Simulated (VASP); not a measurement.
An input for Ansatz (written as the equivalent of a VASP run, and not itself run):

Ansatz 0.2 input:
```yaml
crystal:
  lattice:
    - [3.1545170, 0.0000000, 0.0000000]
    - [0.0000000, 3.0999130, 0.0000000]
    - [0.0000000, 0.0000000, 3.1546490]
  atoms:
    - { symbol: Zn, position: [0.5000000, 0.5000000, 0.5000000] }
    - { symbol: Au, position: [0.0200470, 0.0000000, 0.0000000] }
kpoints:
  mp_grid: { grid: [10, 11, 10] }
hamiltonian:
  xc: pbe
  pseudopotentials: { kind: paw }
  hubbard:
    sites:
      - { species: Zn, l: d, u_eff: 5 }
scf:
  occupations: { method: methfessel_paxton, width: 0.1 }
  max_iter: 100
output: { forces: true, stress: true, eigenvalues: true }
```

Question: Write the VASP files for the same calculation (PBE+U).

Answer: One answer among several that fit: 
INCAR:
```
ISMEAR = 1   ! Methfessel-Paxton
NELM = 100   ! most electronic steps
LDAUPRINT = 1
ENCUT = 400   ! plane-wave cut-off (eV)
SYSTEM = AuZn
LCHARG = .FALSE.
LASPH = .TRUE.   ! aspherical one-centre terms
LORBIT = 10
LDAU = .TRUE.
GGA = PE
LWAVE = .FALSE.
ISIF = 2
LDAUL = 2 -1
SIGMA = 0.1   ! width (eV)
LDAUU = 5.0 0
LDAUTYPE = 2   ! Dudarev
LMAXMIX = 2   ! l cut-off of mixed one-centre charges
EDIFF = 1E-6   ! SCF stop (eV)
LDAUJ = 0 0
LREAL = .FALSE.   ! projection in real space or not
ALGO = Normal
PREC = Accurate
```

### POSCAR
```
AuZn
1
    3.1545170000     0.0000000000     0.0000000000
    0.0000000000     3.0999130000     0.0000000000
    0.0000000000     0.0000000000     3.1546490000
Zn Au
1 1
Direct
  0.5000000000   0.5000000000   0.5000000000
  0.0200470000   0.0000000000   0.0000000000
```

KPOINTS:
```
Automatic mesh
0
Gamma
10 11 10
0 0 0
```

POTCAR, in this order: Zn Au (PBE.64 set). Program: vasp_std.

What does not carry over: each code has its own PAW files, so the cut-off isn't converted (ENCUT is set for VASP's; basis.ecutwfc is left out, and Ansatz then takes the one that its files recommend); Ansatz stops its SCF on the density residual and VASP on the energy change (EDIFF); the +U projectors differ, so the same U acts differently.

The compound is AuZn in the CsCl type structure. The cell was not relaxed at this level, atoms are displaced from their ideal sites. The run is one of a series of settings (LDAU = .TRUE., LDAUJ = 0 0, LDAUL = 2 -1, LDAUTYPE = 2, LDAUU = 5.0 0, LMAXMIX = 2 against the base run), some of them coarse on purpose.
